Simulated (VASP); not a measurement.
Consider the following.

```xyz
2
Lattice="3.5778 0.0000 0.0000 0.0000 3.5778 0.0000 0.0000 0.0000 3.5778" Properties=species:S:1:pos:R:3 pbc="T T T"
Cs     0.0000     0.0000     0.0000
Cl     1.7889     1.7889     1.7889
```

Calculation: PBEsol GGA, VASP's PBE PAW potentials (set 64) (plane waves; VASP). Numerical set-up: 500 eV cut-off, 7×7×7 Γ-centred mesh, Gaussian smearing of 0.050 eV, potentials Cs_sv Cl.

Energy and stress use the plane-wave basis of the starting cell.

### Question
The ions, cell shape and volume at an external pressure of 30.0 GPa are relaxed. What does this cell relax into?

### Answer

```xyz
2
Lattice="3.4798 0.0000 0.0000 0.0000 3.4798 0.0000 0.0000 0.0000 3.4798" Properties=species:S:1:pos:R:3 pbc="T T T"
Cs     0.0000     0.0000     0.0000
Cl     1.7399     1.7399     1.7399
```
Space group Pm-3m (221), at a tolerance of 0.03 Å.

### Question
How do energy and volume change from the first to the last step?

### Answer
The energy (σ→0) changes by +281.5 meV/atom and the volume by -8.0 %, in 4 ionic steps.

The compound is CsCl in the CsCl type structure. This run relaxes it under an external pressure of 30 GPa. Symmetry was kept, so distortions that lower it aren't found.
